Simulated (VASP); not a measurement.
Here is the system:

```
Cd2SrAs2
1.0
    4.38760     0.00000     0.00000
   -2.19380     3.79977     0.00000
    0.00000     0.00000     7.21411
Sr Cd As
1 2 2
Cartesian
  0.00000   0.00000   0.00000
  0.00000   2.53318   4.55937
  2.19380   1.26659   2.65473
  2.19380   1.26659   5.43402
  0.00000   2.53318   1.78008
```

These are LDA (Ceperley-Alder, Perdew-Zunger), VASP's LDA PAW potentials (set 64) (plane waves; VASP) values and carry that method's errors. Run with 400 eV cut-off, 7×7×4 Γ-centred mesh, tetrahedra with Blöchl corrections, potentials Sr_sv Cd As.

The cores are frozen, which limits the accuracy of field gradients.

**Question.** Give the principal components of the electric field gradient (V/Å²) and the asymmetry η at each nucleus.

**Answer.** 
```
atom   Vxx   Vyy   Vzz     η
----  ----  ----  ----  ----
Sr1   -3.5  -3.5   7.0  0.00
Cd2   -7.0  -7.0  13.9  0.00
Cd3   -7.0  -7.0  13.9  0.00
As4   -0.5  -0.5   1.0  0.00
As5   -0.5  -0.5   1.0  0.00
```

The structure comes from a computed database's Cd2SrAs2 entry (P-3m1); how it stands against other phases isn't given here. It was relaxed first, which changed the volume by -7 %.
